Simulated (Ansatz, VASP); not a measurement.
# Cross-check of TePtSe between VASP and Ansatz, part 2 of 3

Aim: how closely do two programs agree when they are given the same cell, functional and k mesh? The cell is taken from a series of runs on this material, whose earlier steps may have relaxed, scaled, displaced or heated it; both programs get it as it stands.

VASP 6.6.1 and Ansatz 0.2.0.

So far: The structure; Ansatz: zone-centre phonons, PBEsol, pair 1.

## (3) VASP: zone-centre phonons, PBEsol, pair 1

Level of this step: PBEsol; plane waves and PAW (Pt, Se, Te) (VASP).

The same cell, functional and mesh now go to VASP, with its own data sets.

Lines of VASP's logs that name or quote its potential files are left out, and so is its time.

The input, INCAR:

```
SYSTEM = TePtSe
PREC = Accurate
ENCUT = 500
EDIFF = 1E-08
NELM = 120
ISMEAR = 0
SIGMA = 0.01
LREAL = .FALSE.
ALGO = Normal
GGA = PS
NBANDS = 17
LASPH = .TRUE.
LORBIT = 11
LWAVE = .FALSE.
LCHARG = .FALSE.
ISIF = 2
IBRION = 8
GGA_COMPAT = .FALSE.
EFERMI = MIDGAP
NELMDL = -8
KPAR = 2
```

The input, POSCAR:

```
TePtSe
1.0
    3.8405849639      0.0000000000      0.0000000000
   -1.9202924819      3.4258254685      0.0000000000
    0.0000000000      0.0000000000     30.0000000000
Pt Se Te
1 1 1
Direct
    0.9995331000      0.9990662001      0.3335025062
    0.3307517349      0.6615034699      0.3750327383
    0.6697151649      0.3394303299      0.2881314222
```

The input, KPOINTS:

```
Automatic mesh
0
Gamma
9 9 1
0 0 0
```

PAW data sets: Pt, Se and Te (PBE family, release 64).

The run is started by

```
> mpirun -np 2 vasp_std
```

Numbers of over 12 decimals in the logs are rounded to 6 here.

What it wrote:

```text
[banner, memory and clock lines left out]
running    2 mpi-ranks, on    1 nodes
 distrk:  each k-point on    1 cores,    2 groups
 distr:  one band on    1 cores,    1 groups

 POSCAR found type information on POSCAR PtSeTe
 POSCAR found :  3 types and       3 ions
|                                                                             |
|               ----> ADVICE to this user running VASP <----                  |
|                                                                             |
|     You enforced a specific xc type in the INCAR file but a different       |
|     [... a line on the potential file left out ...]
|     I HOPE YOU KNOW WHAT YOU ARE DOING!                                     |
|                                                                             |

 LDA part: xc-table for (Slater+PW92), standard interpolation
 POSCAR, INCAR and KPOINTS ok, starting setup
 FFT: planning ... GRIDC
 FFT: planning ... GRID_SOFT
 FFT: planning ... GRID
 WAVECAR not read
 entering main loop
       N       E                     dE             d eps       ncg     rms          rms(c)
DAV:   1     0.168446932480E+03    0.16845E+03   -0.63344E+03   850   0.856E+02
DAV:   2     0.407701184943E+01   -0.16437E+03   -0.15602E+03  1438   0.149E+02
DAV:   3    -0.157072571388E+02   -0.19784E+02   -0.19661E+02  1071   0.666E+01
DAV:   4    -0.160549094836E+02   -0.34765E+00   -0.34695E+00  1141   0.107E+01
DAV:   5    -0.160627754993E+02   -0.78660E-02   -0.78658E-02  1322   0.151E+00
DAV:   6    -0.160628724197E+02   -0.96920E-04   -0.96920E-04  1216   0.135E-01
DAV:   7    -0.160628740262E+02   -0.16065E-05   -0.16064E-05  1310   0.181E-02
DAV:   8    -0.160628740482E+02   -0.21992E-07   -0.21975E-07  1217   0.184E-03    0.122E+01
DAV:   9    -0.154693399383E+02    0.59353E+00   -0.42895E+00  1126   0.183E+01    0.763E+00
DAV:  10    -0.153365112902E+02    0.13283E+00   -0.12743E+00  1056   0.104E+01    0.301E+00
DAV:  11    -0.152772451426E+02    0.59266E-01   -0.12108E-01  1158   0.322E+00    0.720E-01
DAV:  12    -0.152726811546E+02    0.45640E-02   -0.32433E-02  1188   0.141E+00    0.230E-01
DAV:  13    -0.152727817469E+02   -0.10059E-03   -0.18218E-03  1174   0.292E-01    0.178E-01
DAV:  14    -0.152728968515E+02   -0.11510E-03   -0.33818E-04  1161   0.117E-01    0.604E-02
[...]
DAV:  25    -0.152729893771E+02   -0.57108E-06   -0.87443E-09  1037   0.571E-04    0.310E-04
DAV:  26    -0.152729900517E+02   -0.67461E-06   -0.63614E-09   912   0.305E-04    0.163E-04
DAV:  27    -0.152729902629E+02   -0.21127E-06   -0.46221E-09   980   0.292E-04    0.113E-04
DAV:  28    -0.152729905111E+02   -0.24815E-06   -0.18081E-09   863   0.148E-04    0.602E-05
DAV:  29    -0.152729906109E+02   -0.99858E-07   -0.24003E-10   908   0.875E-05    0.527E-05
DAV:  30    -0.152729906451E+02   -0.34110E-07    0.36093E-10   885   0.549E-05    0.201E-05
DAV:  31    -0.152729906644E+02   -0.19395E-07    0.41598E-10   863   0.283E-05    0.100E-05
DAV:  32    -0.152729906682E+02   -0.37664E-08    0.52297E-10   926   0.136E-05
   1 F= -.15272991E+02 E0= -.15272991E+02  d E =0.000000E+00
 Linear response reoptimize wavefunctions to high precision
DAV:   1    -0.152729906711E+02   -0.28581E-08    0.52627E-10   879   0.913E-06
DAV:   2    -0.152729906710E+02    0.46384E-10    0.53323E-10   979   0.180E-06
 Linear response DOF=           9
 Linear response progress:
  Degree of freedom:   1/  9
       N       E                     dE             d eps       ncg     rms          rms(c)
RMM:   1    -0.254551010582E+00   -0.25455E+00   -0.25106E-01  2579   0.331E+00
RMM:   2    -0.249014624161E+00    0.55364E-02   -0.72636E-03  2127   0.508E-01    0.197E-01
RMM:   3    -0.248850723276E+00    0.16390E-03   -0.42427E-04  2118   0.126E-01    0.118E-01
RMM:   4    -0.249314161326E+00   -0.46344E-03   -0.68875E-04  2210   0.143E-01    0.210E-02
RMM:   5    -0.249271946786E+00    0.42215E-04   -0.45160E-05  2241   0.415E-02    0.925E-03
[...]
RMM:  18    -0.283133077919E+00    0.56849E-08   -0.10419E-08  1569   0.257E-05    0.128E-06
 first order change of Fermi-energy   0.22956E+00
 force on displaced ion       1 direction 3 :   0.000   0.313 -14.840
 Linear response progress:
  Degree of freedom:   4/  9
       N       E                     dE             d eps       ncg     rms          rms(c)
RMM:   1    -0.771128610277E-01   -0.77113E-01    0.66399E-02  3316   0.147E+00
RMM:   2    -0.763477948585E-01    0.76507E-03   -0.25325E-03  2210   0.255E-01    0.103E-01
RMM:   3    -0.763138570047E-01    0.33938E-04   -0.11439E-04  2307   0.544E-02    0.585E-02
RMM:   4    -0.763222247656E-01   -0.83678E-05   -0.31943E-05  2379   0.334E-02    0.610E-03
RMM:   5    -0.763167215278E-01    0.55032E-05   -0.99271E-07  2479   0.616E-03    0.216E-03
RMM:   6    -0.763121473825E-01    0.45741E-05   -0.17342E-07  2486   0.224E-03    0.421E-04
RMM:   7    -0.763123862090E-01   -0.23883E-06   -0.43058E-09  2521   0.640E-04    0.206E-04
RMM:   8    -0.763126235431E-01   -0.23733E-06   -0.19904E-08  2512   0.314E-04    0.773E-05
RMM:   9    -0.763126815197E-01   -0.57977E-07   -0.14960E-08  2520   0.123E-04    0.344E-05
RMM:  10    -0.763126646061E-01    0.16914E-07    0.10324E-09  2426   0.826E-05    0.827E-06
[...]
RMM:   3    -0.110361268045E+00    0.16929E-03   -0.14855E-04  1464   0.554E-02    0.100E-01
RMM:   4    -0.110262272149E+00    0.98996E-04   -0.77615E-05  1499   0.454E-02    0.134E-02
RMM:   5    -0.110278446372E+00   -0.16174E-04   -0.71511E-06  1523   0.143E-02    0.777E-03
RMM:   6    -0.110291346011E+00   -0.12900E-04   -0.12088E-06  1511   0.504E-03    0.313E-03
RMM:   7    -0.110297776232E+00   -0.64302E-05   -0.17969E-07  1528   0.227E-03    0.118E-03
RMM:   8    -0.110296529492E+00    0.12467E-05   -0.89244E-08  1525   0.149E-03    0.530E-04
RMM:   9    -0.110298308841E+00   -0.17793E-05   -0.17752E-08  1535   0.440E-04    0.323E-04
RMM:  10    -0.110300741191E+00   -0.24324E-05   -0.14016E-08  1505   0.382E-04    0.176E-04
RMM:  11    -0.110303065270E+00   -0.23241E-05   -0.13420E-08  1512   0.333E-04    0.799E-05
RMM:  12    -0.110304867555E+00   -0.18023E-05   -0.10669E-07  1600   0.398E-04    0.886E-05
RMM:  13    -0.110305073766E+00   -0.20621E-06    0.13074E-07  1640   0.202E-04    0.569E-05
RMM:  14    -0.110305173555E+00   -0.99789E-07    0.64032E-08  1628   0.868E-05    0.176E-05
RMM:  15    -0.110305186448E+00   -0.12893E-07   -0.17687E-08  1626   0.807E-05    0.150E-05
RMM:  16    -0.110305197629E+00   -0.11181E-07   -0.47594E-08  1648   0.588E-05    0.364E-06
RMM:  17    -0.110305225576E+00   -0.27947E-07    0.92376E-09  1598   0.401E-05    0.500E-06
RMM:  18    -0.110305236709E+00   -0.11133E-07   -0.13384E-08  1580   0.343E-05    0.192E-06
RMM:  19    -0.110305241147E+00   -0.44379E-08    0.45821E-09  1499   0.263E-05    0.157E-06
 first order change of Fermi-energy   0.11122E+00
 force on displaced ion       2 direction 3 :   0.000   0.097  -8.837
 Linear response progress:
  Degree of freedom:   7/  9
       N       E                     dE             d eps       ncg     rms          rms(c)
RMM:   1    -0.412062693995E-01   -0.41206E-01    0.32980E-02  3441   0.105E+00
RMM:   2    -0.407922163352E-01    0.41405E-03   -0.19484E-03  2323   0.220E-01    0.905E-02
RMM:   3    -0.407317272656E-01    0.60489E-04   -0.93841E-05  2257   0.548E-02    0.583E-02
RMM:   4    -0.406743010877E-01    0.57426E-04   -0.26033E-05  2368   0.299E-02    0.834E-03
RMM:   5    -0.406653046750E-01    0.89964E-05   -0.11477E-06  2475   0.651E-03    0.407E-03
RMM:   6    -0.406595453946E-01    0.57593E-05   -0.22042E-07  2465   0.262E-03    0.140E-03
RMM:   7    -0.406590552170E-01    0.49018E-06    0.31977E-09  2520   0.710E-04    0.651E-04
RMM:   8    -0.406589374738E-01    0.11774E-06    0.60069E-09  2515   0.289E-04    0.267E-04
RMM:   9    -0.406588969021E-01    0.40572E-07   -0.67441E-09  2509   0.119E-04    0.832E-05
RMM:  10    -0.406589042788E-01   -0.73767E-08   -0.20772E-08  2477   0.631E-05    0.131E-05
 first order change of Fermi-energy  -0.89523E-03
 force on displaced ion       3 direction 1 :  -8.511   0.001   0.000
 Linear response progress:
  Degree of freedom:   8/  9
       N       E                     dE             d eps       ncg     rms          rms(c)
RMM:   1    -0.419180370758E-01   -0.41918E-01    0.33880E-02  2107   0.105E+00
RMM:   2    -0.413616758094E-01    0.55636E-03   -0.19548E-03  1430   0.224E-01    0.923E-02
RMM:   3    -0.413032909527E-01    0.58385E-04   -0.10175E-04  1382   0.568E-02    0.599E-02
RMM:   4    -0.412487470544E-01    0.54544E-04   -0.27009E-05  1445   0.304E-02    0.953E-03
RMM:   5    -0.412393829690E-01    0.93641E-05   -0.14844E-06  1521   0.711E-03    0.442E-03
RMM:   6    -0.412350969492E-01    0.42860E-05   -0.24770E-07  1517   0.264E-03    0.243E-03
RMM:   7    -0.412328397976E-01    0.22572E-05   -0.47925E-08  1525   0.125E-03    0.994E-04
RMM:   8    -0.412328662600E-01   -0.26462E-07    0.41880E-09  1531   0.591E-04    0.349E-04
RMM:   9    -0.412328274618E-01    0.38798E-07    0.48762E-09  1549   0.192E-04    0.139E-04
RMM:  10    -0.412328068268E-01    0.20635E-07    0.18903E-08  1550   0.645E-05    0.629E-05
RMM:  11    -0.412328241010E-01   -0.17274E-07    0.15221E-09  1509   0.643E-05    0.645E-06
RMM:  12    -0.412328405045E-01   -0.16404E-07   -0.25734E-09  1591   0.198E-05    0.452E-06
RMM:  13    -0.412328546826E-01   -0.14178E-07   -0.63657E-09  1498   0.142E-05    0.193E-06
RMM:  14    -0.412328556185E-01   -0.93585E-09   -0.14875E-09  1450   0.948E-06    0.618E-07
 first order change of Fermi-energy   0.95302E+00
 force on displaced ion       3 direction 2 :  -0.000  -8.305   0.140
 Linear response progress:
  Degree of freedom:   9/  9
       N       E                     dE             d eps       ncg     rms          rms(c)
RMM:   1    -0.772332334417E-01   -0.77233E-01    0.27070E-02  1994   0.103E+00
RMM:   2    -0.761159077384E-01    0.11173E-02   -0.14812E-03  1404   0.212E-01    0.147E-01
RMM:   3    -0.759162385648E-01    0.19967E-03   -0.13150E-04  1468   0.588E-02    0.996E-02
RMM:   4    -0.757785922589E-01    0.13765E-03   -0.11334E-04  1540   0.505E-02    0.201E-02
RMM:   5    -0.757870833784E-01   -0.84911E-05   -0.11894E-05  1517   0.179E-02    0.125E-02
RMM:   6    -0.758011289027E-01   -0.14046E-04   -0.27208E-06  1524   0.733E-03    0.454E-03
RMM:   7    -0.758053784632E-01   -0.42496E-05   -0.31007E-07  1530   0.303E-03    0.178E-03
RMM:   8    -0.758054001476E-01   -0.21684E-07   -0.14703E-07  1534   0.202E-03    0.108E-03
RMM:   9    -0.758075401214E-01   -0.21400E-05   -0.29654E-08  1545   0.618E-04    0.783E-04
RMM:  10    -0.758091684056E-01   -0.16283E-05   -0.10920E-08  1527   0.371E-04    0.507E-04
RMM:  11    -0.758138692473E-01   -0.47008E-05   -0.66367E-08  1558   0.687E-04    0.169E-04
RMM:  12    -0.758155892006E-01   -0.17200E-05   -0.16913E-07  1612   0.379E-04    0.238E-04
RMM:  13    -0.758163489080E-01   -0.75971E-06   -0.37036E-07  1607   0.264E-04    0.577E-05
RMM:  14    -0.758164183890E-01   -0.69481E-07   -0.35509E-07  1640   0.110E-04    0.323E-05
RMM:  15    -0.758164615706E-01   -0.43182E-07   -0.20531E-07  1658   0.128E-04    0.311E-05
RMM:  16    -0.758164810707E-01   -0.19500E-07   -0.28529E-07  1657   0.587E-05    0.260E-05
RMM:  17    -0.758165332013E-01   -0.52131E-07   -0.67350E-08  1670   0.474E-05    0.429E-06
RMM:  18    -0.758165523278E-01   -0.19126E-07   -0.34928E-08  1626   0.310E-05    0.724E-06
RMM:  19    -0.758165654200E-01   -0.13092E-07   -0.22333E-08  1538   0.194E-05    0.273E-06
RMM:  20    -0.758165713880E-01   -0.59680E-08    0.80733E-09  1494   0.134E-05    0.162E-06
 first order change of Fermi-energy  -0.34082E+00
 force on displaced ion       3 direction 3 :   0.000   0.140  -9.788
 Linear response finished
```

From OUTCAR (step 3):

```text
ion  position               nearest neighbor table
   1  1.000  0.999  0.334-   2 2.56   2 2.56   2 2.59   3 2.63   3 2.63   3 2.64
   2  0.331  0.662  0.375-   1 2.56   1 2.56   1 2.59
   3  0.670  0.339  0.288-   1 2.63   1 2.63   1 2.64

  LATTYP: Found a base centered orthorhombic cell.
 ALAT       =     3.8405849639
 B/A-ratio  =     1.7840123318
 C/A-ratio  =     7.8113100692

 Subroutine GETGRP returns: Found  2 space group operations
 (whereof  2 operations were pure point group operations)

The static configuration has the point symmetry C_1h.

 Found     25 irreducible k-points:

   k-points           NKPTS =     25   k-points in BZ     NKDIM =     25   number of bands    NBANDS=     17

   dimension x,y,z NGX =    28 NGY =   30 NGZ =  224
   dimension x,y,z NGXF=    56 NGYF=   60 NGZF=  448

   ENCUT  =  500.0 eV  36.75 Ry    6.06 a.u.   7.00  7.16 54.70*2*pi/ulx,y,z

   NELECT =      22.0000    total number of electrons

 k-points in reciprocal lattice and weights: Automatic mesh
   0.00000000  0.00000000  0.00000000       0.012
   0.11111111  0.00000000  0.00000000       0.049
   0.22222222  0.00000000  0.00000000       0.049
   0.33333333 -0.00000000  0.00000000       0.049
   0.44444444  0.00000000  0.00000000       0.049
   0.00000000  0.11111111  0.00000000       0.025
   0.11111111  0.11111111  0.00000000       0.049
   0.22222222  0.11111111  0.00000000       0.049
   0.33333333  0.11111111  0.00000000       0.049
[...]
0.00000000  0.44444444  0.00000000       0.025
   0.11111111  0.44444444  0.00000000       0.025

 average (electrostatic) potential at core
       1 -77.2826       2 -61.2239       3 -97.4491

  Total       -0.4505044     -1.6391516     -0.0119287     -0.0000000      0.0014442      0.0000000
  in kB       -1.8286298     -6.6534336     -0.0484194     -0.0000000      0.0058620      0.0000000
  external PRESSURE =      -2.8434943 kB  Pullay stress =       0.0000000 kB

  energy-cutoff  :      500.00
  volume of cell :      394.72
      direct lattice vectors                 reciprocal lattice vectors
     3.840584964  0.000000000  0.000000000     0.260377002  0.145950226  0.000000000
    -1.920292482  3.425825468  0.000000000     0.000000000  0.291900451  0.000000000
     0.000000000  0.000000000 30.000000000     0.000000000  0.000000000  0.033333333

 POSITION                                       TOTAL-FORCE (eV/Angst)
 -----------------------------------------------------------------------------------
      1.92029      3.42263     10.00508         0.000000      0.000315     -0.003834
     -0.00000      2.26620     11.25098         0.000000      0.000606      0.003212
      1.92029      1.16283      8.64394        -0.000000     -0.000920      0.000621
 -----------------------------------------------------------------------------------
    total drift:                                0.000000     -0.000307     -0.000155

 Eigenvectors and eigenvalues of the dynamical matrix
 ----------------------------------------------------

   1 f  =    6.186722 THz    38.872322 2PiTHz  206.366841 cm-1    25.586216 meV
             X         Y         Z           dx          dy          dz
      1.920292  3.422626 10.005075     0.000000    0.076791   -0.648344
     -0.000000  2.266195 11.250982    -0.000000   -0.061868    0.714451
      1.920292  1.162829  8.643943    -0.000000   -0.046309    0.239460

   2 f  =    5.808159 THz    36.493738 2PiTHz  193.739325 cm-1    24.020604 meV
             X         Y         Z           dx          dy          dz
      1.920292  3.422626 10.005075     0.701720    0.000000    0.000000
     -0.000000  2.266195 11.250982    -0.583578   -0.000000   -0.000000
      1.920292  1.162829  8.643943    -0.408689   -0.000000   -0.000000

   3 f  =    5.631764 THz    35.385416 2PiTHz  187.855419 cm-1    23.291093 meV
             X         Y         Z           dx          dy          dz
      1.920292  3.422626 10.005075     0.000000   -0.704467   -0.053827
     -0.000000  2.266195 11.250982    -0.000000    0.534963    0.108740
      1.920292  1.162829  8.643943    -0.000000    0.449952   -0.019030

   4 f  =    5.145942 THz    32.332906 2PiTHz  171.650142 cm-1    21.281896 meV
             X         Y         Z           dx          dy          dz
      1.920292  3.422626 10.005075    -0.000000    0.037628    0.301720
     -0.000000  2.266195 11.250982     0.000000   -0.049474    0.529813
      1.920292  1.162829  8.643943     0.000000   -0.007629   -0.790153

   5 f  =    4.551179 THz    28.595903 2PiTHz  151.811003 cm-1    18.822157 meV
             X         Y         Z           dx          dy          dz
      1.920292  3.422626 10.005075     0.147987    0.000000    0.000000
     -0.000000  2.266195 11.250982     0.680516    0.000000    0.000000
      1.920292  1.162829  8.643943    -0.717633   -0.000000   -0.000000

   6 f  =    4.437383 THz    27.880899 2PiTHz  148.015161 cm-1    18.351533 meV
             X         Y         Z           dx          dy          dz
      1.920292  3.422626 10.005075     0.000000   -0.104220   -0.005064
     -0.000000  2.266195 11.250982     0.000000   -0.714786   -0.017108
      1.920292  1.162829  8.643943    -0.000000    0.691023    0.019715

   7 f/i=    0.000847 THz     0.005324 2PiTHz    0.028262 cm-1     0.003504 meV
             X         Y         Z           dx          dy          dz
      1.920292  3.422626 10.005075     0.000000    0.625460   -0.307229
     -0.000000  2.266195 11.250982     0.000000    0.398012   -0.195499
      1.920292  1.162829  8.643943     0.000000    0.506026   -0.248424

   8 f/i=    0.001155 THz     0.007254 2PiTHz    0.038510 cm-1     0.004775 meV
             X         Y         Z           dx          dy          dz
      1.920292  3.422626 10.005075    -0.000000   -0.307168   -0.625541
     -0.000000  2.266195 11.250982    -0.000000   -0.195466   -0.398148
      1.920292  1.162829  8.643943    -0.000000   -0.248525   -0.505818

   9 f/i=    0.001756 THz     0.011035 2PiTHz    0.058582 cm-1     0.007263 meV
             X         Y         Z           dx          dy          dz
      1.920292  3.422626 10.005075     0.696914   -0.000000   -0.000000
     -0.000000  2.266195 11.250982     0.443097   -0.000000   -0.000000
      1.920292  1.162829  8.643943     0.563894   -0.000000   -0.000000

 ELASTIC MODULI CONTR FROM IONIC RELAXATION (kBar)
 Direction    XX          YY          ZZ          XY          YZ          ZX
 --------------------------------------------------------------------------------
 XX        -146.0150    -80.9646   -131.4629     -0.0000     64.0904      0.0000
 YY         -80.9646   -129.6239   -128.0441     -0.0000    -49.4015     -0.0000
 ZZ        -131.4629   -128.0441   -155.3095     -0.0000      1.2055      0.0000
 XY          -0.0000     -0.0000     -0.0000    -35.3293     -0.0000     61.0108
 YZ          64.0904    -49.4015      1.2055     -0.0000   -117.2291     -0.0000
 ZX           0.0000     -0.0000      0.0000     61.0108     -0.0000   -107.8571
 --------------------------------------------------------------------------------
```

## (4) Side by side

Known differences besides the potentials themselves: fixed occupations in Ansatz, narrow Gaussian smearing in VASP; Ansatz cuts the interaction across the vacuum, VASP repeats the sheet without a dipole correction; the data sets hold 50 valence electrons in Ansatz (on its PAW soft_1 files) and 22 in VASP; the cutoff is 420 eV in Ansatz and 500 eV in VASP; Ansatz makes its cores anew for this functional, VASP keeps those of its PBE data sets. Total energies have different zeros and are not compared.

Both answers:

| quantity | Ansatz | VASP | difference |
| --- | --- | --- | --- |
| optical mode 1 (cm⁻¹) | 147.9 | 148.0 | -0.07 % |
| optical mode 2 (cm⁻¹) | 151.7 | 151.8 | -0.08 % |
| optical mode 3 (cm⁻¹) | 171.2 | 171.7 | -0.29 % |
| optical mode 4 (cm⁻¹) | 187.4 | 187.9 | -0.25 % |
| optical mode 5 (cm⁻¹) | 193.3 | 193.7 | -0.24 % |
| optical mode 6 (cm⁻¹) | 206.0 | 206.4 | -0.19 % |

Modes are paired by rising frequency, not by their patterns, so a pair may set unlike modes beside each other; they are those without the splitting of longitudinal modes. Where the cell holds vacuum, a pressure given here is an average over it and none of the material.

[end of part 2 of 3]

[Lines on the potential files, build, host, timing and source positions are cut from VASP's logs without a mark.]

[Logs are printed without paths, hosts, clocks, repeated set-up lines and the standing remarks that a program may print on its own settings, such as how far it seeks lower states.]

[Hosts, paths, dates, database ids (printed as entryN), source tags and the programs' standing remarks are cut or masked in the printed files.]
